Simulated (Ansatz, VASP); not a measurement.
# Zr13W3C16 (Zr0.811W0.189C, cubic rock salt solid solution) in two plane-wave programs, part 2 of 2

One calculation is typed for both programs; each brings its own data sets. How far apart do they land? The cell is invented: As first built, before any earlier steps moved the atoms (in the runner's words): 1x2x2 conventional cells of the ZrC type (32 atoms: 16 C, 13 Zr, 3 W); Zr/W share their sites, the best of 600 random draws by like-pair counts in two shells; start lattice of ZrC; atoms moved at random by 0.02 A. It may not be a known or stable phase. Of the first pair: The structure shown is the start of the Ansatz relaxation below; VASP solves that cell, so the two are compared at the walk's first step.

VASP 6.6.1 and Ansatz 0.2.0.

So far: Set-up; Ansatz: relaxation, LDA; VASP: single point, LDA, start cell, pair 1.

**4. Differences**

Known differences besides the potentials themselves: the data sets hold 262 valence electrons in Ansatz (on its default PAW (the set named soft_2) files) and 238 in VASP; the cutoff is 420 eV in Ansatz and 520 eV in VASP (PREC = Accurate, projectors in real space); VASP's log shows a relativistic correction to its local exchange, Ansatz's none. Total energies have different zeros and are not compared.

Forces on 9 of the 32 atoms, those with the largest forces and the largest differences (eV/Å; atoms numbered as in POSCAR):

```
atom          Ansatz x, y, z            VASP x, y, z
  C2     0.312, 1.051, 0.256     0.310, 1.036, 0.259
  C7    0.009, 1.196, -0.414    0.011, 1.179, -0.416
  C8     0.136, 0.858, 0.848     0.133, 0.857, 0.845
 C10   -0.169, -0.820, 0.852   -0.164, -0.805, 0.852
 C13  -0.094, -0.321, -0.936  -0.103, -0.318, -0.942
 C15   0.115, -0.590, -1.091   0.114, -0.600, -1.099
Zr23     0.064, 0.503, 0.540     0.063, 0.540, 0.554
Zr25    0.403, -0.349, 0.494    0.406, -0.380, 0.513
Zr29  -0.109, -0.871, -0.401  -0.109, -0.907, -0.420
```

The forces differ by 11 meV/Å r.m.s., which is 2.5 % of the r.m.s. force of 0.448 eV/Å (both taken over all components).

**5. Ansatz: relaxation, LDA**

This run makes the geometry at which the two programs are then compared. The cell compared in this pair holds 381.86 Å³, against 423.30 Å³ for the pair before.

The structure compared here is the end of the Ansatz relaxation.

Contents of input.yaml:

```yaml
crystal:
  lattice:
    - [4.73, 0.0, 0.0]
    - [0.0, 9.46, 0.0]
    - [0.0, 0.0, 9.46]
  atoms:
    - { symbol: C, position: [0.98873, 0.00128, 0.99947] }
    - { symbol: C, position: [0.99364, 0.25147, 0.2499] }
    - { symbol: C, position: [0.51247, 0.9953, 0.2483] }
    - { symbol: C, position: [0.50021, 0.24919, 0.00138] }
    - { symbol: C, position: [0.00377, 0.00102, 0.50014] }
    - { symbol: C, position: [0.99707, 0.25039, 0.75189] }
    - { symbol: C, position: [0.50052, 0.99556, 0.75357] }
    - { symbol: C, position: [0.49791, 0.25187, 0.49895] }
    - { symbol: C, position: [0.00459, 0.49931, 0.00316] }
    - { symbol: C, position: [0.00555, 0.74865, 0.24384] }
    - { symbol: C, position: [0.50148, 0.49792, 0.25209] }
    - { symbol: C, position: [0.50162, 0.74922, 0.998] }
    - { symbol: C, position: [0.99642, 0.50311, 0.50205] }
    - { symbol: C, position: [0.99911, 0.75069, 0.75196] }
    - { symbol: C, position: [0.49924, 0.49619, 0.75352] }
    - { symbol: C, position: [0.49866, 0.74872, 0.50007] }
    - { symbol: Zr, position: [0.49598, 0.99772, 0.00049] }
    - { symbol: Zr, position: [0.49703, 0.25092, 0.25087] }
    - { symbol: Zr, position: [0.00841, 0.99946, 0.25022] }
    - { symbol: Zr, position: [0.99776, 0.25255, 0.00106] }
    - { symbol: Zr, position: [0.50169, 0.00403, 0.50065] }
    - { symbol: Zr, position: [0.00122, 0.99726, 0.74634] }
    - { symbol: Zr, position: [0.9979, 0.25025, 0.49773] }
    - { symbol: Zr, position: [0.49603, 0.50164, 0.99884] }
    - { symbol: Zr, position: [0.49761, 0.74932, 0.24773] }
    - { symbol: Zr, position: [0.00374, 0.75307, 0.00225] }
    - { symbol: Zr, position: [0.5066, 0.74587, 0.75197] }
    - { symbol: Zr, position: [0.99954, 0.50297, 0.74869] }
    - { symbol: Zr, position: [0.00356, 0.75384, 0.50137] }
    - { symbol: W, position: [0.50073, 0.24975, 0.75122] }
    - { symbol: W, position: [0.99942, 0.49765, 0.25144] }
    - { symbol: W, position: [0.50729, 0.50097, 0.50242] }
kpoints:
  mp_grid: { grid: [5, 3, 3] }
hamiltonian:
  xc: lda
scf:
  occupations: { method: methfessel_paxton, width: 0.15 }
output:
  forces: true
  stress: true
relax:
  f_tol: 0.02
  max_steps: 45
  cell: { stress_tol: 0.1 }
```

Started as:

```console
$ ansatz run input.yaml --threads 8 --pin off --max-ram 15360MiB --backend cpu --events-out ev --progress --plain --runs-dir out
```

Numbers of over 12 decimals in the logs are rounded to 6 here.

The program printed:

```text
[...]
Crystal: 32 atoms, lattice volume = 423.295 Å³
Basis set: ecut = 420 eV, 8327 PW (Γ)
Bands: 163, of which v1, the nominal top of the filled ones, is band 131 counted from 1 (130 counted from 0)
Symmetry: 1 space group operations
[...]
k-points: 23 of 45 (time reversal used)
[...]
- { symbol: Zr, position: [0.500483, 0.745940, 0.250964] }
    - { symbol: Zr, position: [0.000485186, 0.749466, 0.000745224] }
    - { symbol: Zr, position: [0.500484, 0.751572, 0.750078] }
    - { symbol: Zr, position: [1.000481, 0.499103, 0.749716] }
    - { symbol: Zr, position: [0.000487633, 0.745830, 0.500048] }
    - { symbol: W, position: [0.500476, 0.245034, 0.748969] }
    - { symbol: W, position: [1.000439, 0.499778, 0.244431] }
    - { symbol: W, position: [0.500487, 0.502001, 0.509017] }
[key lines of the parts left out:]
SCF converged after 4 iterations
Free energy (F): -87308.405168 eV
Fermi energy:    16.777165 eV
P = ⅓ Tr σ = -0.0230 GPa (-0.230 kbar)
```

**6. VASP: single point, LDA, relaxed cell, pair 2**

The same cell, functional (in two slightly different forms), mesh and smearing now go to VASP, with its own data sets.

Contents of INCAR:

```
SYSTEM = Zr13W3C16
PREC = Accurate
ENCUT = 600
EDIFF = 1E-06
NELM = 120
ISMEAR = 1
SIGMA = 0.15
LREAL = Auto
ALGO = Normal
GGA = PW92
NBANDS = 144
LASPH = .TRUE.
LORBIT = 11
LWAVE = .FALSE.
LCHARG = .FALSE.
ISIF = 2
GGA_COMPAT = .FALSE.
KPAR = 4
```

Contents of POSCAR:

```
Zr13W3C16
1.0
    4.5651190000     -0.0000020000      0.0000050000
   -0.0000050000      9.1419540000      0.0026470000
    0.0000100000      0.0026470000      9.1498740000
C Zr W
16 13 3
Direct
    0.0004800000      0.0013100000      0.9999300000
    0.0004900000      0.2618900000      0.2516200000
    0.5004900000      0.0007800000      0.2515800000
    0.5004800000      0.2511000000      0.9937200000
    0.0004900000      0.0016900000      0.5007600000
    0.0004900000      0.2508600000      0.7484800000
    0.5004800000      0.0096800000      0.7496700000
    0.5004800000      0.2595400000      0.5078300000
    0.0004700000      0.4988700000      0.0081900000
    0.0004800000      0.7383300000      0.2513000000
    0.5005400000      0.4996800000      0.2574800000
    0.5004800000      0.7481000000      0.0012400000
    0.0005100000      0.4994100000      0.4952500000
    0.0004800000      0.7479500000      0.7487100000
    0.5004800000      0.4930100000      0.7404500000
    0.5004800000      0.7380200000      0.4999100000
    0.5004800000      0.0009700000      0.0001200000
    0.5004900000      0.2535600000      0.2511800000
    0.0004800000      0.9994500000      0.2511600000
    0.0004900000      0.2500100000      0.9985700000
    0.5004800000      0.0004000000      0.5001900000
    0.0004800000      0.0014400000      0.7497500000
    0.0004900000      0.2531500000      0.5014600000
    0.5004800000      0.4992400000      0.9990900000
    0.5004800000      0.7459400000      0.2509600000
    0.0004900000      0.7494700000      0.0007500000
    0.5004800000      0.7515700000      0.7500800000
    0.0004800000      0.4991000000      0.7497200000
    0.0004900000      0.7458300000      0.5000500000
    0.5004800000      0.2450300000      0.7489700000
    0.0004400000      0.4997800000      0.2444300000
    0.5004900000      0.5020000000      0.5090200000
```

Contents of KPOINTS:

```
Automatic mesh
0
Gamma
5 3 3
0 0 0
```

PAW data sets: C, Zr_sv and W (LDA family, release 64).

Started as:

```console
$ mpirun -np 4 vasp_std
```

The program printed:

```text
[banner, memory and clock lines left out]
running    4 mpi-ranks, on    1 nodes
[...]
[... a notice as in an earlier step ...]

 LDA part: xc-table for (Slater(with rela. corr.)+PW92), standard interpolation
 POSCAR, INCAR and KPOINTS ok, starting setup
[...]
entering main loop
       N       E                     dE             d eps       ncg     rms          rms(c)
DAV:   1     0.244992191779E+04    0.24499E+04   -0.13450E+05  6624   0.186E+03
DAV:   2    -0.114043364381E+03   -0.25640E+04   -0.24650E+04  7336   0.515E+02
DAV:   3    -0.388081863601E+03   -0.27404E+03   -0.26696E+03  9792   0.136E+02
DAV:   4    -0.408317157149E+03   -0.20235E+02   -0.20171E+02  9656   0.312E+01
[...]
DAV:  16    -0.349145654134E+03    0.48843E-05   -0.37685E-05  8344   0.174E-02    0.122E-02
DAV:  17    -0.349145652890E+03    0.12436E-05   -0.75113E-06  6824   0.807E-03    0.452E-03
DAV:  18    -0.349145652772E+03    0.11845E-06   -0.11158E-06  4368   0.376E-03
   1 F= -.34914565E+03 E0= -.34914367E+03  d E =-.593777E-02
```

From OUTCAR (step 6):

```text
  Total        0.3067558      0.3281332      0.3985544     -0.0010463     -0.0321465     -0.0031840
  in kB        1.2870550      1.3767484      1.6722145     -0.0043900     -0.1348772     -0.0133590
  external PRESSURE =       1.4453393 kB  Pullay stress =       0.0000000 kB

 POSITION                                       TOTAL-FORCE (eV/Angst)
 -----------------------------------------------------------------------------------
      0.00220      0.01462      9.14924        -0.000532      0.001223     -0.003191
      0.00224      2.39485      2.30298        -0.000543     -0.026544      0.000663
      2.28480      0.00780      2.30193        -0.000435     -0.003390     -0.002349
      2.28476      2.29817      9.09308        -0.000279      0.000122      0.027064
      0.00224      0.01678      4.58190        -0.000709      0.002286      0.003521
      0.00224      2.29533      6.84916        -0.000437     -0.000945     -0.001298
      2.28476      0.09048      6.85941        -0.000239     -0.030373      0.004385
      2.28475      2.37405      4.64727         0.000514     -0.021022     -0.021235
      0.00214      4.56067      0.07626         0.000738     -0.002338     -0.030443
      0.00219      6.75044      2.30132        -0.000349      0.033027     -0.001148
      2.28502      4.56873      2.35723         0.000098      0.000600     -0.014065
      2.28475      6.83910      0.01333        -0.000341      0.000688      0.002541
      0.00233      4.56689      4.53280        -0.000157      0.000300      0.010863
      0.00220      6.83971      6.85258        -0.000122      0.003350      0.000283
[...]
-----------------------------------------------------------------------------------
    total drift:                                0.006160     -0.010209      0.009885

  FREE ENERGIE OF THE ION-ELECTRON SYSTEM (eV)
  ---------------------------------------------------
  free  energy   TOTEN  =      -349.1456527718 eV

  energy  without entropy=     -349.1397150016  energy(sigma->0) =     -349.14367352

[... 2 further parts left out ...]
[key lines of the parts left out:]
E-fermi :  10.2833
```

The run ends at a pressure of 0.14 GPa, with forces up to 0.038 eV/Å.

**7. Differences**

What differs besides the data sets and the points named for the pairs above, as far as they apply: the data sets hold 262 valence electrons in Ansatz (on its default PAW (the set named soft_2) files) and 238 in VASP; the cutoff is 420 eV in Ansatz and 600 eV in VASP (PREC = Accurate, projectors in real space); Ansatz's pressure holds a Pulay correction, VASP's none. Total energies have different zeros and are not compared.

The two programs side by side:

```
      quantity  Ansatz  VASP  difference
pressure (GPa)   -0.02  0.14       -0.17
```

At this near-relaxed geometry the largest component of a force difference is 35 meV/Å.

**8. Summary of results**

| Item | Value |
| --- | --- |
| r.m.s. force difference (single point, LDA, start cell, pair 1) | 2.5 % of the r.m.s. force |
| r.m.s. force difference (single point, LDA, relaxed cell, pair 2) | 13 meV/Å |

In words: The r.m.s. force difference is 13 meV/Å (single point, LDA, relaxed cell, pair 2), beyond the 12 meV/Å picked in this series as the mark of a large difference. The data sets hold unlike numbers of valence electrons (262 in Ansatz and 238 in VASP), so part of the differences comes from the potentials. What causes the difference of the single point, LDA, relaxed cell, pair 2 pair stays open here. Such differences can come from data sets, numerical settings and the points named under the comparisons, not from the functional's error against experiment.

[Lines on the potential files, build, host, timing and source positions are cut from VASP's logs without a mark.]

[Logs are printed without paths, hosts, clocks, repeated set-up lines and the standing remarks that a program may print on its own settings, such as how far it seeks lower states.]

[Hosts, paths, dates, database ids (printed as entryN), source tags and the programs' standing remarks are cut or masked in the printed files.]
